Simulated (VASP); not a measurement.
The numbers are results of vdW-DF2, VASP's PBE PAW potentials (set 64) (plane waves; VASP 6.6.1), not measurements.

Input for VASP

**KPOINTS**
```
kpoints
0
Gamma
 11 11 11
0 0 0
```

### POSCAR
```
CuZn
1
    3.0692003392     0.0000000000    -0.0000000000
    0.0000000000     3.0692003392     0.0000000000
   -0.0000000000    -0.0000000000     3.0692003392
Zn Cu
1 1
Direct
  0.5000000000   0.5000000000   0.5000000000
  0.0000000000   0.0000000000   0.0000000000
```

### INCAR
```
ENCUT = 520   # plane-wave cut-off (eV)
LCHARG = .FALSE.
ZAB_VDW = -1.8867
ALGO = Normal
NSW = 60   # most ionic steps
LASPH = .TRUE.
EDIFFG = -0.01
EDIFF = 1E-6   # SCF stop (eV)
IBRION = 2
NELM = 100
LUSE_VDW = .TRUE.
ISMEAR = 1
AGGAC = 0.0
LWAVE = .FALSE.
GGA = ML
SYSTEM = CuZn
SIGMA = 0.1
ISIF = 3
LMAXMIX = 4   # l cut-off of mixed one-centre charges
PREC = Accurate
LREAL = .FALSE.   # projection in real space or not
```

POTCAR, in this order: Zn Cu (PBE.64 set). Program: vasp_std.

Problem. What will the output report for the number of irreducible k-points (NKPTS), largest plane-wave count, number of space-group operations, FFT grid (NGX, NGY, NGZ)?

Solution. 
* **number of irreducible k-points (NKPTS)**: 56
* **largest plane-wave count**: 792
* **number of space-group operations**: 48
* **FFT grid (NGX, NGY, NGZ)**: 24 × 24 × 24

The compound is CuZn in the CsCl type structure. It was relaxed first, which changed the volume by +13 %. The start is the result of an earlier pass. The electron count is odd and the run is not spin-polarised, which forces a metal.
